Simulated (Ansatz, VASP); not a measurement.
# PIr in VASP and in Ansatz

```
Ir P
1.0
     0.00000    2.64323    2.64323
     2.64323    0.00000    2.64323
     2.64323    2.64323    0.00000
Ir P
1 1
Direct
  0.00000 0.00000 0.00000
  0.25000 0.25000 0.25000
```

Alike in both runs: task single point; functional PBE; k mesh 12 × 12 × 12; occupations gaussian, width 0.05 eV; no spin polarisation.

|  | VASP | Ansatz |
| --- | --- | --- |
| version | VASP 6.6.1 | Ansatz 0.2.0 |
| potentials or method | VASP PAW PBE potentials, release 64 (Ir, P) | scalar-relativistic, plane waves, PAW |
| plane-wave cutoff (eV) | 520 | 420 |
| valence electrons in the cell | 14 | 22 |

|  | VASP | Ansatz | Ansatz less VASP |
| --- | --- | --- | --- |
| gap on the k mesh at the Fermi level (eV) | none | none | - |
| pressure (GPa) | -2.9 | -3.3 | -0.41 |

A gap of «none» marks a metal or a gap that the smearing closes. The functional is the same, so the differences come from potentials, cutoffs and numerics. The two sets of potentials don't hold the same shells in valence.

Spin-orbit coupling is left out, which matters for the levels of Ir.
